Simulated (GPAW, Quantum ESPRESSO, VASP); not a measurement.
**Code comparison for CsZn4P3 (P1, 8 atoms in the cell)**

Self-consistent single point, at a second geometry (atoms moved at random). First geometry:

```xyz
8
Lattice="3.9567 0.0000 0.0000 0.0000 3.9567 0.0000 0.0000 0.0000 10.1810" Properties=species:S:1:pos:R:3 pbc="T T T"
Cs     0.0000     0.0000     5.0905
Zn     1.9783     0.0000     8.6380
Zn     1.9783     0.0000     1.5430
Zn     0.0000     1.9783     8.6380
Zn     0.0000     1.9783     1.5430
P      1.9783     1.9783     7.3986
P      1.9783     1.9783     2.7825
P      0.0000     0.0000     0.0000
```

Second geometry:
```
CELL_PARAMETERS angstrom
      3.95666     0.00000     0.00000
      0.00000     3.95666     0.00000
      0.00000     0.00000    10.18103
ATOMIC_POSITIONS crystal
  Cs 0.99411 0.99886 0.50221
  Zn 0.50175 0.99315 0.84324
  Zn 0.50177 0.99283 0.15554
  Zn 0.98453 0.50233 0.85188
  Zn 0.02382 0.51200 0.14513
  P  0.48699 0.48826 0.72756
  P  0.50892 0.51755 0.27233
  P  0.99812 0.99502 0.00210
```

Shared settings, as Quantum ESPRESSO writes them: occupations = smearing; smearing = fd; degauss = 0.0073499 Ry; K_POINTS = automatic 4 4 2 0 0 0. Potentials and cutoffs stand in the table.

```csv
code,model,ΔF from the first geometry (meV/atom),pressure (GPa),largest force (eV/Å),cutoff
GPAW,"LDA (Perdew-Wang 92), GPAW PAW datasets LDA (gpaw-data 1.0.1)",13.8,1.54,1.122,800 eV
Quantum ESPRESSO,"LDA (PW92), PseudoDojo standard norm-conserving (LDA) pseudopotentials",13.8,1.53,1.134,85 Ry
VASP,"LDA (PZ), VASP's LDA PAW potentials (set 64)",14.1,1.87,1.168,300 eV
```

Size of the force on each atom (eV/Å): Sizes of forces hide their directions.

| code | Cs1 | Zn2 | Zn3 | Zn4 | Zn5 | P6 | P7 | P8 |
|---|---|---|---|---|---|---|---|---|
| GPAW | 0.072 | 0.560 | 1.052 | 0.256 | 0.555 | 0.589 | 1.122 | 0.366 |
| Quantum ESPRESSO | 0.072 | 0.564 | 1.054 | 0.259 | 0.556 | 0.614 | 1.134 | 0.365 |
| VASP | 0.072 | 0.562 | 1.062 | 0.256 | 0.564 | 0.652 | 1.168 | 0.373 |

No clean gap comes from GPAW, Quantum ESPRESSO and VASP: levels at the Fermi energy touch, overlap or are partly filled at this smearing.

The spread over the programs that give each value: ΔF from the first geometry within 0.3 meV/atom; pressure within 0.34 GPa; largest force within 0.046 eV/Å.

The same LDA comes in different parametrisations, which differ slightly.

The shared mesh is coarse (it stands for a supercell whose shortest vector is 16 Å), so the values are not converged in it.

VASP's run is marked for a possible Pulay error in its stress at this cutoff; no cutoff test was made.

The starting cell comes from a database of computed structures (which also holds hypothetical and non-ambient phases and stackings), without a prior relaxation at this level. Its lattice was rescaled by a random factor within 2.5 % of one. For this run, on top of that: atoms moved at random.

Left out of this page: Ansatz, CP2K, Elk and SIESTA (not drawn, or without a comparable value); ABINIT (failed or unconverged); FLEUR (with a known weakness of the program).
